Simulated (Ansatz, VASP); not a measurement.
**SiC (Moissanite) in two plane-wave programs**

One calculation is typed for both programs; each brings its own data sets. How far apart do they land? The cell is taken from a series of runs on this material, whose earlier steps may have relaxed, scaled, displaced or heated it; both programs get it as it stands.

Calculated with Ansatz 0.2.0; plane waves, with VASP 6.6.1 beside it; zone-centre phonons at PBE.

### 1. Set-up

It takes space group P6_3mc (No. 186, hexagonal). The conventional cell has a = 3.112 Å, b = 3.112 Å, c = 5.108 Å, α = 90.00°, β = 90.00°, γ = 120.00°. C has 4 Si at 1.91 to 1.92 Å nearest. Nearest to Si lie 4 C at 1.91 to 1.92 Å. Farther neighbours are not listed.

### 2. Ansatz: zone-centre phonons, PBE, pair 1

Ansatz runs on its PAW soft_1 files.

Second derivatives magnify differences that forces hide, and they need a tight electronic threshold.

Input file input.yaml:

```yaml
crystal:
  lattice:
    - [3.1122038202, 0.0, 0.0]
    - [-1.5561019101, 2.6952475701, 0.0]
    - [0.0, 0.0, 5.1084171443]
  atoms:
    - { symbol: C, position: [0.3333333333, 0.6666666667, 0.3804313407] }
    - { symbol: C, position: [0.6666666667, 0.3333333333, 0.8804313407] }
    - { symbol: Si, position: [0.3333333333, 0.6666666667, 0.0045686593] }
    - { symbol: Si, position: [0.6666666667, 0.3333333333, 0.5045686593] }
kpoints:
  mp_grid: { grid: [12, 12, 6] }
hamiltonian:
  xc: pbe
  pseudopotentials: { kind: paw, azcp: { folder: soft_1 } }
scf:
  occupations: { method: fixed }
output:
  eigenvalues: true
phonons:
  method: dfpt
  dielectric: true
  rigid_motions: translations
```

On the command line:

```
$ ansatz run input.yaml --threads 4 --pin off --max-ram 16384MiB --backend cpu --events-out ev --progress --plain --runs-dir out
```

Numbers of over 12 decimals in the logs are rounded to 6 here.

The program printed:

```text
Engine: ansatz 0.2.0, x86_64-unknown-linux-gnu
Pseudopotentials: kind: paw
Pseudopotential: C, paw, valence charge 4, recommended cutoff 420 eV (normal), soft_1/C.paw.azcp
Pseudopotential: Si, paw, valence charge 4, recommended cutoff 420 eV (normal), soft_1/Si.paw.azcp
Functional definition: PBE
  parameter kappa = 0.804
  parameter beta = 0.066725
  exchange = pbe_x(kappa = kappa, mu = beta*pi^2/3)
  correlation = pbe_c(beta = beta)
Crystal: 4 atoms, lattice volume = 42.850 Å³
Basis set: ecut = 420 eV, 833 PW (Γ), exchange–correlation on 48×48×72 points (8 copies of the dense FFT grid, shifted against one another)
Bands: 12, of which v1, the nominal top of the filled ones, is band 8 counted from 1 (7 counted from 0)
Symmetry: 12 space group operations
k-points: 242 of 864 (irreducible under 2 space group operations, time reversal used)
Non-local potential: C, projectors of the file, l = 0: 2, l = 1: 2, l = 2: 1
Non-local potential: Si, projectors of the file, l = 0: 2, l = 1: 2, l = 2: 1
PAW form: soft (Blöchl's): semilocal exchange-correlation on the pseudo side does not see the compensation charge
PAW one-centre angular grid: C, 110 points (default); XC on 64 Gauss nodes
PAW one-centre angular grid: Si, 110 points (default); XC on 64 Gauss nodes
Initial density: superposition of atomic densities (chi_scale 0.1, normalization cell, long waves kept (reshape's long-wave potential 0.00 eV rms))
Initial wavefunctions: pseudopotential atomic-orbital guess
Functional: x = pbe(κ = 0.804, μ = 0.219515), c = pbe(β = 0.066725)
SCF iter   1: F=—  HF=-1777.128227 eV  |F-HF|=—  |Δ(HF+E_count)|=         —  Δρ=1.32e-1  dr2=9.28e0  ethr=3.10e-3  ⟨swp⟩=4.3  Hψ=16916  notcnv=0  defer=421
preconditioner: auto → none  [insulator: Δε(μ)=4.332 eV  Ē_g=12.466 eV  n_scr=2 (ndim 8)  ℏωp=22.7 eV  f_vac=0.000  ε∞_Penn≈4.3]
SCF iter   2: F=—  HF=-1774.472706 eV  |F-HF|=—  |Δ(HF+E_count)|=    2.66e0  Δρ=4.94e-2  dr2=6.72e-1  ethr=3.10e-3  ⟨swp⟩=4.0  Hψ=9054  notcnv=0  defer=449
SCF iter   3: F=—  HF=-1774.307621 eV  |F-HF|=—  |Δ(HF+E_count)|=   1.65e-1  Δρ=1.95e-2  dr2=8.61e-2  ethr=3.10e-3  ⟨swp⟩=2.4  Hψ=5952  notcnv=0  defer=470
SCF iter   4: F=—  HF=-1774.303525 eV  |F-HF|=—  |Δ(HF+E_count)|=   4.10e-3  Δρ=1.34e-3  dr2=6.09e-4  ethr=5.38e-4  ⟨swp⟩=2.0  Hψ=3430  notcnv=0  defer=482
SCF iter   5: F=—  HF=-1774.303752 eV  |F-HF|=—  |Δ(HF+E_count)|=   2.28e-4  Δρ=2.42e-4  dr2=8.49e-6  ethr=3.81e-6  ⟨swp⟩=2.3  Hψ=5223  notcnv=0  defer=482
SCF iter   6: F=—  HF=-1774.303763 eV  |F-HF|=—  |Δ(HF+E_count)|=   1.03e-5  Δρ=7.32e-5  dr2=1.27e-6  ethr=5.30e-8  ⟨swp⟩=2.0  Hψ=4840  notcnv=0  defer=61
SCF iter   7: F=—  HF=-1774.303762 eV  |F-HF|=—  |Δ(HF+E_count)|=   4.34e-7  Δρ=1.53e-5  dr2=4.86e-8  ethr=7.91e-9  ⟨swp⟩=2.5  Hψ=4842  notcnv=0
SCF iter   8: F=—  HF=-1774.303762 eV  |F-HF|=—  |Δ(HF+E_count)|=   1.18e-8  Δρ=7.79e-7  dr2=1.27e-10  ethr=3.04e-10  ⟨swp⟩=2.8  Hψ=4963  notcnv=0
SCF iter   9: F=-1774.303762 eV  HF=-1774.303762 eV  |F-HF|=2.73e-12  |Δ(HF+E_count)|=  2.05e-10  Δρ=6.06e-8  dr2=7.99e-13  ethr=1.00e-12  ⟨swp⟩=8.9  Hψ=20854  notcnv=0
SCF 1 converged in 9 iterations: F = -1774.303762 eV  dr2 = 7.99e-13
  greatest PAW one-centre occupation: 0.643 electrons in one spin orbital (limit 2), on the C atom at site 1 (counted from 0), in its partial waves of l = 0
DFPT response loops at Γ: preconditioner auto → Resta (q_TF=auto, 2.315 Å⁻¹)  ε∞=5.1 (no band partly filled); β = 1.00, the filter's whole step (`scf.mixing.beta` (0.50) is not read by the response loops at its default; to damp them type it under 1.00, their step now; it binds the ground state too); Broyden in place of MSR1
── the response to a field inside a basis, on 12×12×6 k-points: an SCF that follows is theirs, and a resumed run solves both again ──
Bands: 9, of which v1, the nominal top of the filled ones, is band 8 counted from 1 (7 counted from 0)
k-points: 126 of 864 (irreducible under 4 space group operations, time reversal used)
Initial density: handed on by an earlier stage of this run
Initial wavefunctions: pseudopotential atomic-orbital guess (no wavefunctions were taken with the density)
Eigensolver: Dense (126 Hₖ)
SCF iter   1: F=—  HF=-1774.302586 eV  |F-HF|=—  |Δ(HF+E_count)|=         —  Δρ=9.82e-5  dr2=8.35e-7  ethr=1.00e-1
preconditioner: auto → none  [insulator: Δε(μ)=2.610 eV  Ē_g=9.986 eV  n_scr=2 (ndim 8)  ℏωp=22.7 eV  f_vac=0.000  ε∞_Penn≈6.2]
SCF iter   2: F=—  HF=-1774.302588 eV  |F-HF|=—  |Δ(HF+E_count)|=   1.26e-6  Δρ=4.72e-5  dr2=1.83e-7  ethr=5.22e-9
SCF iter   3: F=-1774.302588 eV  HF=-1774.302588 eV  |F-HF|=5.63e-10  |Δ(HF+E_count)|=   4.52e-7  Δρ=1.33e-5  dr2=3.43e-8  ethr=1.15e-9
SCF 1 converged in 3 iterations: F = -1774.302588 eV  dr2 = 3.43e-8
  greatest PAW one-centre occupation: 0.644 electrons in one spin orbital (limit 2), on the C atom at site 1 (counted from 0), in its partial waves of l = 0
DFPT response loops at Γ: preconditioner auto → Resta (q_TF=auto, 2.315 Å⁻¹)  ε∞=4.8 (no band partly filled); β = 1.00, the filter's whole step (`scf.mixing.beta` (0.50) is not read by the response loops at its default; to damp them type it under 1.00, their step now; it binds the ground state too); Broyden in place of MSR1
SCF converged after 9 iterations
Free energy (F): -1774.303762 eV
Harris-Foulkes:  -1774.303762 eV  (|F-HF|=2.73e-12)
Internal energy: -1774.303762 eV  (E = F + TS)
E sigma→0 (E₀):  -1774.303762 eV
Fermi energy:    9.189143 eV
--- Per-component energies (eV) ---
  E_band       = 51.951922
  E_kinetic    = 263.180907
  E_local      = -197.040661  (includes V_loc(G=0)·N_el)
  E_nonlocal   = 89.583951
  E_hartree    = 65.275154
  E_xc         = -210.165236
  E_vxc        = -215.871634  (∫ρ·V_xc dr)
  E_paw        = -1222.957962  (= ΣΔE_a)
  E_vpaw       = -18.451061  (= ΣTr[D̂ρ^β])
  E_aug_tail   = 0.000109  (compensation charges beyond the density's cutoff)
  E_ewald      = -562.180025
  E_smearing   = -0.000000  (= −TS)
  E_closure    = 0.000000  (closes the sum)
  Σ components = -1774.303762   (vs F -1774.303762, Δ=0.00e0)
--- Band table (eV; the first three rows and the last of 242) ---
  k-point 0: bands = [... 4 lower, 7.8900, 9.0815, 9.1891, 9.1891, 13.6954, 14.9982, 15.6518, 15.6518]
  k-point 1: bands = [... 4 lower, 7.9647, 8.3462, 9.0873, 9.0873, 13.8200, 15.5449, 15.7047, 15.7047]
  k-point 2: bands = [... 4 lower, 8.1763, 8.1763, 8.8215, 8.8215, 14.1884, 15.5174, 15.9180, 15.9180]
  k-point 241: bands = [... 4 lower, 4.7001, 4.7001, 7.1696, 7.1696, 13.8969, 13.8969, 15.9234, 15.9234]
--- Phonons (Γ-DFPT): 4 representative perturbations + reference, on 242 of 864 k-points (Σ response iterations 12) ---
  k mesh reduced under 2 symmetry operations, with k and −k counted as one. Each operation leaves every solved perturbation unchanged. A smaller set is not considered because the run solves the response to a homogeneous field
  ASR residual: 5.545e-5 → 0.000e0 eV/Å²; symmetrization residual: 2.081e-5 eV/Å²
  ASR residual per site (eV/Å²): 5.05e-6 5.05e-6 5.54e-5 5.54e-5
  Γ frequencies (cm⁻¹): 0.00 0.00 0.00 257.13 257.13 573.26 723.28 723.28 732.80 761.13 761.13 796.71
  ε∞ (high-frequency dielectric tensor):
        7.009726     0.000000    -0.000000
       -0.000000     7.009726     0.000000
       -0.000000     0.000000     7.381260
  ε⁰ (static dielectric tensor: ions relaxed, cell fixed):
       10.314368     0.000000    -0.000000
        0.000000    10.314368     0.000000
       -0.000000     0.000000    11.492656
  ε⁰ − ε∞ (ionic part):
        3.304642     0.000000    -0.000000
        0.000000     3.304642     0.000000
       -0.000000     0.000000     4.111396
  softest optical mode at Γ: 257.13 cm⁻¹; the repairs (sum rule, projections) moved no ω² at Γ by more than (2.49 cm⁻¹)²
  Born effective charges Z* (e; rows j = field, columns β = displacement):
    site 0:
        -2.64818   -0.00000   -0.00000
         0.00000   -2.64818    0.00000
         0.00000    0.00000   -2.84386
    site 1:
        -2.64818   -0.00000   -0.00000
        -0.00000   -2.64818   -0.00000
        -0.00000   -0.00000   -2.84386
    site 2:
         2.64818    0.00000    0.00000
         0.00000    2.64818    0.00000
         0.00000    0.00000    2.84386
    site 3:
         2.64818    0.00000    0.00000
         0.00000    2.64818    0.00000
        -0.00000   -0.00000    2.84386
  Z* charge neutrality: 1.417e-3 e pre-enforcement
  solved inside a basis spanned on kpoints, on 12×12×6 k-points, its susceptibility summed on 16×16×10: ε∞ is read to err by 2.2e-2, Z* by 1.1e-2 e (field_mesh: kpoints solves on kpoints); Z* is corrected for what the basis lacks
  optical modes at Γ without the LO–TO term, one row a degenerate level:
      ω (cm⁻¹)  modes    IR ((D/Å)²/amu)
        257.13      2             0.0000
        573.26      1             0.0000
        723.28      2             0.0000
[...]
optical modes at Γ + LO–TO along q̂ = [1.0000, 0.0000, 0.0000]:
      ω (cm⁻¹)  modes    IR ((D/Å)²/amu)
[...]
optical modes at Γ + LO–TO along q̂ = [0.0000, 1.0000, 0.0000]:
      ω (cm⁻¹)  modes    IR ((D/Å)²/amu)
[...]
796.71      1             0.0000
        923.27      1            38.4621
  optical modes at Γ + LO–TO along q̂ = [0.0000, 0.0000, 1.0000]:
      ω (cm⁻¹)  modes    IR ((D/Å)²/amu)
        257.13      2             0.0000
        573.26      1             0.0000
        723.28      2             0.0000
        761.13      2            76.9242
        796.71      1             0.0000
        914.39      1            44.3565
```

(Part 1 of 3 ends here.)

[Lines on the potential files, build, host, timing and source positions are cut from VASP's logs without a mark.]

[Logs are printed without paths, hosts, clocks, repeated set-up lines and the standing remarks that a program may print on its own settings, such as how far it seeks lower states.]

[Hosts, paths, dates, database ids (printed as entryN), source tags and the programs' standing remarks are cut or masked in the printed files.]
